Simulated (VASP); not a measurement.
Given:

```yaml
crystal:
  lattice:
    - [1.23790, -2.14411, 0.00000]
    - [1.23790, 2.14411, 0.00000]
    - [0.00000, 0.00000, 9.54850]
  atoms:
    - { symbol: C, position: [0.00000, 0.00000, 0.25000] }
    - { symbol: C, position: [0.00000, 0.00000, 0.75000] }
    - { symbol: C, position: [0.33333, 0.66667, 0.25000] }
    - { symbol: C, position: [0.66667, 0.33333, 0.75000] }
```

Method: revPBE GGA, VASP's PBE PAW potentials (set 64) (plane waves; VASP). Run with 520 eV cut-off, Gaussian smearing of 0.050 eV, potentials C.

Without a dispersion term in the relaxation, distances and binding between the weakly bound layers, chains or molecules are unreliable, and so is what depends on them.

Problem. What does the run give for the band gap (along the path) with the smallest direct gap where there is one?

Solution. 
| Quantity | Value |
|---|---|
| band gap (along the path) | none (metal, semimetal or under 0.01 eV) |

Only differences to runs with the same potentials and settings are physical.

The compound is C in the graphite structure. It was relaxed first, which changed the volume by +44 %.
